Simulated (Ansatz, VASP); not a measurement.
## Two plane-wave programs on Na2Ta3

The input INCAR:

```
SYSTEM = Na2Ta3
ALGO = Normal
EDIFF = 1E-6
ENCUT = 520
GGA = PE
ISIF = 2
ISMEAR = 0
LASPH = .TRUE.
LCHARG = .TRUE.
LELF = .TRUE.
LREAL = .FALSE.
LVHAR = .TRUE.
LWAVE = .FALSE.
NBANDS = 32
NELM = 100
PREC = Accurate
SIGMA = 0.1
```

Contents of KPOINTS:

```
k-points
0
G
  4 4 4
  0 0 0
```

Contents of POSCAR:

```
Na2Ta3
1.0
    4.6796462200      0.0000000000      0.0000000000
    0.0000000000      4.6796462200      0.0000000000
    0.0000000000      0.0000000000      4.6796462200
Na Ta
2 3
Direct
    0.0000000000      0.0000000000      0.0000000000
    0.5000000000      0.5000000000      0.5000000000
    0.0000000000      0.5000000000      0.5000000000
    0.5000000000      0.0000000000      0.5000000000
    0.5000000000      0.5000000000      0.0000000000
```

Input for Ansatz:

```yaml
crystal:
  lattice:
    - [4.67964622, 0.0, 0.0]
    - [0.0, 4.67964622, 0.0]
    - [0.0, 0.0, 4.67964622]
  atoms:
    - { symbol: Na, position: [0.0, 0.0, 0.0] }
    - { symbol: Na, position: [0.5, 0.5, 0.5] }
    - { symbol: Ta, position: [0.0, 0.5, 0.5] }
    - { symbol: Ta, position: [0.5, 0.0, 0.5] }
    - { symbol: Ta, position: [0.5, 0.5, 0.0] }
basis:
  ecutwfc: 420
kpoints:
  mp_grid: { grid: [4, 4, 4] }
hamiltonian:
  xc: pbe
scf:
  occupations: { method: gaussian, width: 0.1 }
  lower_state_search: "off"
output:
  forces: true
  stress: true
  eigenvalues: true
```

Alike in both runs: task single point; functional PBE; k mesh 4 × 4 × 4; occupations gaussian, width 0.1 eV; no spin polarisation.

```csv
,VASP,Ansatz
version,VASP 6.6.1,Ansatz 0.2.0
potentials or method,"VASP PAW PBE potentials, release 64 (Na_pv, Ta_pv)","scalar-relativistic, plane waves, PAW"
plane-wave cutoff (eV),520,420
valence electrons in the cell,47,57
```

```tsv
	VASP	Ansatz	Ansatz less VASP
gap on the k mesh at the Fermi level (eV)	none	none	-
pressure (GPa)	7.7	7.4	-0.22
```

A gap of «none» marks a metal or a gap that the smearing closes. The two sets of potentials don't hold the same shells in valence.

The runs have no spin-orbit coupling, so splittings on Ta are missing.
